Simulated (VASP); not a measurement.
All values below come from LDA (Ceperley-Alder, Perdew-Zunger), VASP's LDA PAW potentials (set 64) (plane waves; VASP).

The input files of a VASP run:

### KPOINTS
```
Automatic mesh
0
Gamma
7 7 7
0 0 0
```

### INCAR
```
SYSTEM = Mo3Si
PREC = Accurate; ENCUT = 500; LREAL = F
LASPH = T
EDIFF = 1E-6; NELM = 100; ALGO = Normal
LMAXMIX = 4
ISMEAR = 1; SIGMA = 0.1
IBRION = 2; NSW = 40; ISIF = 3
EDIFFG = -0.02
LWAVE = F; LCHARG = F
```

**POSCAR**
```
Mo3Si
1
    4.8354594597     0.0000000000     0.0000000000
    0.0000000000     4.8354594597     0.0000000000
    0.0000000000     0.0000000000     4.8354594597
Si Mo
2 6
Direct
  0.5000000000   0.5000000000   0.5000000000
  0.0000000000   0.0000000000   0.0000000000
  0.2500000000   0.0000000000   0.5000000000
  0.5000000000   0.2500000000   0.0000000000
  0.5000000000   0.7500000000   0.0000000000
  0.7500000000   0.0000000000   0.5000000000
  0.0000000000   0.5000000000   0.7500000000
  0.0000000000   0.5000000000   0.2500000000
```

POTCAR, in this order: Si Mo_sv (LDA.64 set). Program: vasp_std.

### Question
What will the output report for the number of irreducible k-points (NKPTS), largest plane-wave count, number of space-group operations, FFT grid (NGX, NGY, NGZ)?

### Answer

```json
{
  "number of irreducible k-points (NKPTS)": "20",
  "largest_plane_wave_count": "2897",
  "number_of_space_group_operations": "48",
  "FFT grid (NGX, NGY, NGZ)": "36 × 36 × 36"
}
```

The compound is Mo3Si in the A15 structure. This run relaxes it. Symmetry was kept, so distortions that lower it aren't found.
